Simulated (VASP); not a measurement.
Consider the following.

```
CELL_PARAMETERS angstrom
      0.00000     2.09301     2.09301
      2.09301     0.00000     2.09301
      2.09301     2.09301     0.00000
ATOMIC_POSITIONS crystal
  Li 0.00000 0.00000 0.00000
  H  0.50000 0.50000 0.50000
```

The numbers are results of PBE GGA, VASP's PBE PAW potentials (set 64) (plane waves; VASP), not measurements. Settings: PREC = Normal, 500 eV cut-off, 4×4×4 Γ-centred mesh, Gaussian smearing of 0.010 eV, potentials Li_sv_GW H_GW.

Task: What does the run give for the energy per atom (σ→0), pressure, band gap (on the k-mesh) with the smallest direct gap where there is one?

Result: 
The band gap (on the k-mesh) is 3.05 eV and the smallest direct gap (on the k-mesh) comes out as 3.05 eV. The energy per atom (σ→0) comes out as -3.931 eV/atom. The pressure is -5.21 GPa.

Only differences to runs with the same potentials and settings are physical.

The compound is LiH in the rock salt structure. This cell is one point of a volume scan, at 1.08 of the reference volume. The k-mesh is coarse (spacing up to 0.65 per Å, 2π included), so the numbers may not be converged in it.
